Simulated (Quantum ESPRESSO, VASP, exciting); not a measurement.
**One calculation of Cd2Si, 3 ways**

```xyz
3
Lattice="0.0000 2.3613 7.0944 1.7407 0.0000 7.0944 1.7407 2.3613 0.0000" Properties=species:S:1:pos:R:3 pbc="T T T"
Cd    1.7407    2.3613    4.8048
Cd    1.7407    2.3613    9.3841
Si    0.0000    0.0000    0.0000
```

The cell comes from a database or a generator and needn't be the stable form of this composition.

Alike in all runs: task single point; functional PBE; k mesh 10 × 10 × 10; occupations fermi-dirac, width 0.05 eV; no spin polarisation; no spin-orbit coupling. Pressure is positive in compression and, in plane waves, holds the error of the finite cutoff.

```
                                                         program and potentials  plane-wave cutoff (eV)  notes  band gap (eV)  pressure (GPa)  largest force (eV/Å)
                                             VASP, PBE PAW files Cd, Si, 520 eV                     520      -         no gap            5.44                 0.105
                                      Quantum ESPRESSO, SSSP 1.3 efficiency PBE                     816      -         no gap            5.05                 0.110
exciting, all-electron LAPW+lo, shipped species files, valence relativity iora*                       -      -         no gap               -                 0.122
```

Force on atom 1 (Cd), eV/Å:

```
                                                         program and potentials      x      y       z
                                             VASP, PBE PAW files Cd, Si, 520 eV  0.000  0.000  -0.105
                                      Quantum ESPRESSO, SSSP 1.3 efficiency PBE  0.000  0.000  -0.110
exciting, all-electron LAPW+lo, shipped species files, valence relativity iora*  0.000  0.000  -0.122
```

None finds a gap. The pressure spans 5.05 (Quantum ESPRESSO, SSSP 1.3 efficiency PBE) to 5.44 GPa (VASP, PBE PAW files Cd, Si, 520 eV).

The functional is the same throughout but for its coding, so the spread measures potentials, basis and numerics; runs on potential files found faulty are left out.
